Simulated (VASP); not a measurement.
OSZICAR of a VASP run on WS$_{2}$ (2H layered):

### OSZICAR
```
       N       E                     dE             d eps       ncg     rms          rms(c)
DAV:   1     0.450308850831E+03    0.45031E+03   -0.25135E+04  2248   0.135E+03
DAV:   2    -0.198689908014E+02   -0.47018E+03   -0.45961E+03  2425   0.388E+02
DAV:   3    -0.484734177419E+02   -0.28604E+02   -0.27879E+02  2529   0.886E+01
DAV:   4    -0.492911052345E+02   -0.81769E+00   -0.81467E+00  2481   0.152E+01
DAV:   5    -0.493130608396E+02   -0.21956E-01   -0.21944E-01  2550   0.263E+00    0.282E+01
RMM:   6    -0.465779190336E+02    0.27351E+01   -0.22021E+01  2415   0.187E+01    0.106E+01
RMM:   7    -0.459223991138E+02    0.65552E+00   -0.29785E+00  2244   0.697E+00    0.654E+00
RMM:   8    -0.459176029179E+02    0.47962E-02   -0.13698E+00  2146   0.516E+00    0.137E+00
RMM:   9    -0.459264316974E+02   -0.88288E-02   -0.32875E-01  2327   0.214E+00    0.995E-01
RMM:  10    -0.459187571212E+02    0.76746E-02   -0.79965E-02  2384   0.117E+00    0.284E-01
RMM:  11    -0.459185891650E+02    0.16796E-03   -0.20727E-02  2525   0.565E-01    0.116E-01
RMM:  12    -0.459188916615E+02   -0.30250E-03   -0.37076E-03  2599   0.241E-01    0.294E-02
RMM:  13    -0.459190138398E+02   -0.12218E-03   -0.12104E-03  2595   0.113E-01    0.405E-02
RMM:  14    -0.459190056392E+02    0.82006E-05   -0.38075E-04  2251   0.774E-02    0.178E-02
RMM:  15    -0.459190094066E+02   -0.37674E-05   -0.98766E-05  1693   0.331E-02
   1 F= -.45919009E+02 E0= -.45919009E+02  d E =-.459190E+02
       N       E                     dE             d eps       ncg     rms          rms(c)
DAV:   1    -0.467602008804E+02   -0.84120E+00   -0.99448E+01  2117   0.371E+01    0.159E+01
RMM:   2    -0.471265920694E+02   -0.36639E+00   -0.47784E+00  2015   0.101E+01    0.309E+00
RMM:   3    -0.472218312373E+02   -0.95239E-01   -0.97975E-01  2202   0.474E+00    0.356E+00
RMM:   4    -0.472184398427E+02    0.33914E-02   -0.11959E-01  2061   0.188E+00    0.676E-01
RMM:   5    -0.472226154719E+02   -0.41756E-02   -0.37577E-02  2201   0.100E+00    0.501E-01
RMM:   6    -0.472222859965E+02    0.32948E-03   -0.11731E-02  2404   0.476E-01    0.156E-01
RMM:   7    -0.472224802618E+02   -0.19427E-03   -0.37912E-03  1992   0.232E-01    0.854E-02
RMM:   8    -0.472224819247E+02   -0.16629E-05   -0.61700E-04  1985   0.112E-01    0.802E-02
RMM:   9    -0.472224962093E+02   -0.14285E-04   -0.22296E-04  2080   0.578E-02    0.620E-02
RMM:  10    -0.472224994728E+02   -0.32635E-05   -0.39047E-05  1437   0.236E-02
   2 F= -.47222499E+02 E0= -.47222499E+02  d E =-.130349E+01
       N       E                     dE             d eps       ncg     rms          rms(c)
DAV:   1    -0.472869734293E+02   -0.64477E-01   -0.17066E+01  2250   0.156E+01    0.509E+00
RMM:   2    -0.473429167171E+02   -0.55943E-01   -0.72593E-01  2022   0.400E+00    0.162E+00
RMM:   3    -0.473570836347E+02   -0.14167E-01   -0.14946E-01  2178   0.186E+00    0.115E+00
RMM:   4    -0.473586393481E+02   -0.15557E-02   -0.27791E-02  2030   0.844E-01    0.836E-01
RMM:   5    -0.473573238660E+02    0.13155E-02   -0.90211E-03  2037   0.439E-01    0.123E-01
RMM:   6    -0.473575582746E+02   -0.23441E-03   -0.23939E-03  2452   0.211E-01    0.148E-01
RMM:   7    -0.473575731562E+02   -0.14882E-04   -0.32576E-04  1878   0.809E-02    0.139E-01
RMM:   8    -0.473579173851E+02   -0.34423E-03   -0.21300E-03  2710   0.145E-01    0.231E-01
RMM:   9    -0.473580588352E+02   -0.14145E-03   -0.20889E-04  2093   0.598E-02    0.271E-01
RMM:  10    -0.473577292321E+02    0.32960E-03   -0.34103E-04  2098   0.634E-02    0.153E-01
RMM:  11    -0.473577397595E+02   -0.10527E-04   -0.37455E-03  2982   0.184E-01    0.109E-01
RMM:  12    -0.473576285147E+02    0.11124E-03   -0.15670E-04  1751   0.568E-02    0.712E-02
RMM:  13    -0.473576055548E+02    0.22960E-04   -0.36620E-05  1454   0.222E-02    0.586E-02
RMM:  14    -0.473575770747E+02    0.28480E-04   -0.94528E-05  1906   0.282E-02    0.315E-02
RMM:  15    -0.473575720997E+02    0.49749E-05   -0.14020E-05  1085   0.157E-02
   3 F= -.47357572E+02 E0= -.47357572E+02  d E =-.143856E+01
```

### Question
Which electronic solver shows in the log?

### Answer
It is blocked Davidson (ALGO = Normal, or the opening steps of other solvers) and then RMM-DIIS (ALGO = Fast or VeryFast). The INCAR had ALGO = Fast.

### Question
Can the final energy be trusted as converged?

### Answer
The run converged. It stopped with EDIFF = 1E-5, NELM = 100, NSW = 20 and EDIFFG = -0.03 after 3 ionic steps (PBE GGA, plane waves, VASP's PBE PAW potentials (set 64)). Without a dispersion term in the relaxation, distances and binding between the weakly bound layers, chains or molecules are unreliable, and so is what depends on them.

The compound is WS2 in the 2H layered structure. This run relaxes the ions in a fixed cell. Symmetry was kept, so distortions that lower it aren't found.
